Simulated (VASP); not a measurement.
An input for Quantum ESPRESSO's pw.x (written as the equivalent of a VASP run, and not itself run):

```
&CONTROL
  calculation = 'scf'
  pseudo_dir = './pseudo'
  outdir = './out'
  tprnfor = .true.
  tstress = .true.
/
&SYSTEM
  ibrav = 0
  nat = 2
  ntyp = 2
  ecutwfc = 82.3
  occupations = 'smearing'
  smearing = 'gaussian'
  degauss = 0.003675
  input_dft = 'pbe'
/
&ELECTRONS
  conv_thr = 7.3e-08
  electron_maxstep = 100
/
ATOMIC_SPECIES
  Hg 200.592 Hg.upf
  Te 127.600 Te.upf
CELL_PARAMETERS angstrom
     0.0000000    3.1888760    3.2642030
     3.1683340    0.0000000    3.2642030
     3.1683340    3.1888760    0.0000000
ATOMIC_POSITIONS crystal
  Hg   0.0000000  0.0000000  0.0000000
  Te   0.2416090  0.2583910  0.2583910
K_POINTS automatic
  7 7 7 0 0 0
```

Problem. Translate this input to VASP (INCAR, KPOINTS, POSCAR, choice of POTCAR).

Solution. Several could match; the one computed here: 
### POSCAR
```
HgTe
3.2642030
  0.0000000000   0.9769233102   1.0000000000
  0.9706301967   0.0000000000   1.0000000000
  0.9706301967   0.9769233102   0.0000000000
Hg Te
1 1
direct
  0.0000000000   0.0000000000   0.0000000000
  0.2416090000   0.2583910000   0.2583910000
```

KPOINTS:
```
Regular mesh
0
G
 7 7 7
0 0 0
```

INCAR:
```
! general
SYSTEM  = HgTe
PREC    = Single
ENCUT   = 400
LREAL   = .False.
LASPH   = .True.

! electronic loop
EDIFF   = 1E-6
NELM    = 100
ALGO    = Normal
LMAXMIX = 6

! smearing
ISMEAR  = 0
SIGMA   = 0.05

! functional
GGA     = PE

! ions
ISIF    = 2

! output
LWAVE   = .False.
LCHARG  = .False.
```

POTCAR, in this order: Hg Te (PBE.64 set). Program: vasp_std.

The two are equivalent in intent, not identical: the potentials are each code's own (VASP's PAW set, PseudoDojo norm-conserving files in pw.x), so ENCUT and ecutwfc are chosen apart and not converted; conv_thr bounds pw.x's estimated SCF error, while EDIFF bounds the energy change between steps.

The compound is HgTe in the zinc blende structure. The cell was not relaxed at this level, atoms are displaced from their ideal sites. The run is one of a series of settings (PREC = Single against the base run), some of them coarse on purpose.
